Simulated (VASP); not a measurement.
Data:

```yaml
crystal:
  lattice:
    - [3.87261, 0.00000, 0.00000]
    - [-1.93630, 3.35378, 0.00000]
    - [0.00000, 0.00000, 4.91621]
  atoms:
    - { symbol: Si, position: [0.66667, 0.33333, 0.25000] }
    - { symbol: Si, position: [0.33333, 0.66667, 0.75000] }
    - { symbol: Ni, position: [0.33333, 0.66667, 0.25000] }
    - { symbol: Ni, position: [0.66667, 0.33333, 0.75000] }
    - { symbol: Ni, position: [0.00000, 0.00000, 0.50000] }
    - { symbol: Ni, position: [0.00000, 0.00000, 0.00000] }
```

These are r2SCAN meta-GGA, VASP's PBE PAW potentials (set 64) (plane waves; VASP) values and carry that method's errors. Numerical set-up: 400 eV cut-off, 10×10×7 Γ-centred mesh, tetrahedra with Blöchl corrections, potentials Si Ni.

Problem. Predict the energy per atom (σ→0), band gap (over mesh and band path) with the smallest direct gap where there is one.

Solution. 
The band gap (over mesh and band path) is none (metal, semimetal or under 0.01 eV) and the energy per atom (σ→0) is -11.375 eV/atom.

The structure comes from a computed database's SiNi2 entry (P6_3/mmc); how it stands against other phases isn't given here. The cell was not relaxed at this level. The run is not spin-polarised, so no magnetic state was tried.
